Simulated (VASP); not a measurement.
Given:

Er is modelled in the hexagonal space group P6₃/mmc (No. 194), the hcp (Mg type) structure, Pearson symbol hP2. Cell: a = b = 3.5806 Å, c = 5.5369 Å, α = β = 90.00°, γ = 120.00°. Er on 2c sees 12 Er at 3.455–3.581 Å (anticuboctahedral). (Neighbours: up to the widest gap in distance over summed covalent radii, below 1.35, at either atom.)

Calculation: r2SCAN meta-GGA, VASP's PBE PAW potentials (set 64) (plane waves; VASP). Settings: 480 eV cut-off, 12×12×6 Γ-centred mesh, first-order Methfessel-Paxton smearing of 0.10 eV, potentials Er_3.

The 4f electrons are frozen in the core of the lanthanide potential, so 4f levels, which can set the real gap, and their magnetism are missing.

Each relaxation starts from this cell; other phases were not tried.

### Question
The cell is relaxed at 2 GPa. What happens?

### Answer
The volume per atom goes from 30.74 to 29.56 Å³ (-3.8 %), and the cell becomes a = b = 3.539 Å, c = 5.451 Å, α = β = 90.00°, γ = 120.00°, space group P6_3/mmc.

Failed runs are left out, and for metals the shear rows, which the mesh's noise covers.

The compound is Er in the hcp structure.
